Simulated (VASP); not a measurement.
Given:

```yaml
crystal:
  lattice:
    - [3.13982, 0.00000, 0.00000]
    - [0.00000, 3.13982, 0.00000]
    - [0.00000, 0.00000, 4.42084]
  atoms:
    - { symbol: Al, position: [0.50000, 0.50000, 0.50000] }
    - { symbol: Ga, position: [0.00000, 0.00000, 0.00000] }
    - { symbol: N, position: [0.50000, 0.00000, 0.73843] }
    - { symbol: N, position: [0.00000, 0.50000, 0.26157] }
```

Calculation: r2SCAN meta-GGA, VASP's PBE PAW potentials (set 64) (plane waves; VASP). Settings: 520 eV cut-off, 8×8×6 Γ-centred mesh, tetrahedra with Blöchl corrections, potentials Al Ga_d N.

### Question
Give the energies of bands 8 to 16 at the high-symmetry points, in eV from the valence-band maximum.

### Answer

| band | Γ | X | M | Z | R | A |
|---|---|---|---|---|---|---|
| 8 | -5.61 | -5.34 | -6.12 | -3.92 | -6.87 | -5.21 |
| 9 | -2.40 | -4.54 | -5.03 | -2.56 | -6.27 | -4.43 |
| 10 | -2.40 | -2.97 | -2.35 | -1.63 | -1.03 | -4.02 |
| 11 | -0.22 | -2.90 | -2.31 | -1.63 | -0.91 | -3.34 |
| 12 | 0.00 | -1.06 | -2.31 | -0.99 | -0.61 | -3.24 |
| 13 | 0.00 | -0.67 | -2.30 | -0.99 | -0.55 | -3.24 |
| 14 | 3.37 | 7.77 | 3.84 | 5.83 | 5.81 | 6.79 |
| 15 | 4.09 | 7.82 | 3.84 | 5.99 | 7.30 | 6.79 |
| 16 | 8.37 | 8.74 | 7.00 | 8.69 | 10.03 | 9.60 |

The gap is direct, 3.37 eV, from the valence maximum at Γ to the conduction minimum at Γ.

The structure comes from a computed database's AlGaN2 entry (P-4m2); how it stands against other phases isn't given here. It was relaxed first.
